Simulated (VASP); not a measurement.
Given:

```
SnO2
1.0
    5.75876     0.00000     0.00000
   -1.79581     5.47160     0.00000
    0.00000     0.00000    20.70930
Sn O
6 12
Cartesian
  3.13439   1.90077   6.99999
  0.25501   3.98624   8.16160
  4.93020   0.60011   9.32310
  2.05081   2.68558  10.48470
 -0.82857   4.77105  11.64621
  3.84663   1.38492  12.80779
  4.34693   3.57492   6.99999
  1.92184   0.22663   6.99999
  3.26336   1.80736   9.06309
  4.80123   0.69352   7.26000
  0.38398   2.27425   9.32310
  1.92185   4.39756   9.32310
  5.05917   0.50670  11.38620
 -0.95754   4.86446   9.58321
  2.17979   0.97359  11.64621
  3.71765   3.09690  11.64621
 -0.69959   4.67764  13.70931
  0.83828   3.56380  11.90629
```

These are PBEsol GGA, VASP's PBE PAW potentials (set 64) (plane waves; VASP) values and carry that method's errors. Run with LREAL = Auto, 400 eV cut-off, 3×3×1 Γ-centred mesh, Fermi-Dirac smearing of 0.10 eV, potentials Sn_d O.

The cell holds a wide vacuum, so values per volume refer to the whole cell. Unless said otherwise, spin-orbit coupling is left out, though it shifts the bands of the heavy elements here.

What does the run give for the energy per atom (σ→0), largest force, band gap (on the k-mesh) with the smallest direct gap where there is one?

| Item | Value |
|---|---|
| band gap (on the k-mesh) | none (metal, semimetal or under 0.01 eV) |
| energy per atom (σ→0) | -5.958 eV/atom |
| largest force | 3.040 eV/Å |

Total energies compare only between runs with the same potentials, cut-off and functional.

The cell is a sheet with vacuum, built from a database entry that may be metastable or hypothetical.
